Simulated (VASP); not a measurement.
Write the native input for VASP 6.6.1 that does the following.

```
Task                   : relaxation of cell and atoms
Functional             : PBE
Potentials or basis    : VASP PAW PBE potentials, release 64 (B, C)
Cutoff                 : 600 eV
k mesh                 : 6 × 6 × 6
Occupations            : gaussian, width 0.1 eV
Spin                   : no spin polarisation
Dipole correction      : no
Further INCAR settings : ALGO = Fast; EDIFF = 1e-06; IBRION = 2; EDIFFG = -0.04; NSW = 90; ISIF = 3
```

The structure of BC2 lies in POSCAR:

```
BC2
1.0
   -2.3610448785      2.3610448785      1.9653364891
    2.3610448785     -2.3610448785      1.9653364891
    2.3610448785      2.3610448785     -1.9653364891
B C
2 4
Direct
    0.2500000000      0.2500000000      0.0000000000
    0.7500000000      0.7500000000      0.0000000000
    0.6670000000      0.1670000000      0.8340000000
    0.1670000000      0.3330000000      0.5000000000
    0.3330000000      0.8330000000      0.1660000000
    0.8330000000      0.6670000000      0.5000000000
```

The cell was built by a generator and needn't be a form met in nature.

These files were run (other wordings do the same):

INCAR

```
PREC = Accurate ; ENCUT = 600
EDIFF = 1E-6 ; ISMEAR = 0
SIGMA = 0.1 ; LREAL = False
LASPH = True ; NELM = 100
ALGO = Fast ; ISIF = 3
LWAVE = False ; LCHARG = False
GGA = PE ; IBRION = 2
NSW = 90 ; EDIFFG = -0.04
```

KPOINTS

```
regular mesh
0
Gamma
  6 6 6
```

Potentials or basis: VASP PAW PBE potentials, release 64 (B, C).

The run is started by

```sh
$ cat potpaw_PBE.64/B/POTCAR potpaw_PBE.64/C/POTCAR > POTCAR
$ mpirun -np 1 vasp_std > vasp.out
```

It gave:

```
Relaxed volume                         : 6.15 Å³/atom
Relaxed cell                           : a = 3.687 Å, b = 3.687 Å, c = 3.687 Å, α = 116.92°, β = 116.92°, γ = 95.43°
Space group after relaxing (to 0.05 Å) : I4/mcm (No. 140)
Energy gained by relaxing              : 783.1 meV/atom
Ionic steps                            : 42
Pressure after relaxing                : 0.1 GPa
Largest force after relaxing           : 0.024 eV/Å
Band gap on the k mesh                 : none (metal or under the smearing width)
```

Caveat: the volume moved by over 15 % at a fixed basis, so the end points are rough.

Wall time 13 min on 1 thread of Intel(R) Xeon(R) Platinum 8375C CPU @ 2.90GHz (Ice Lake) (shared host), peak memory 0.19 GiB.
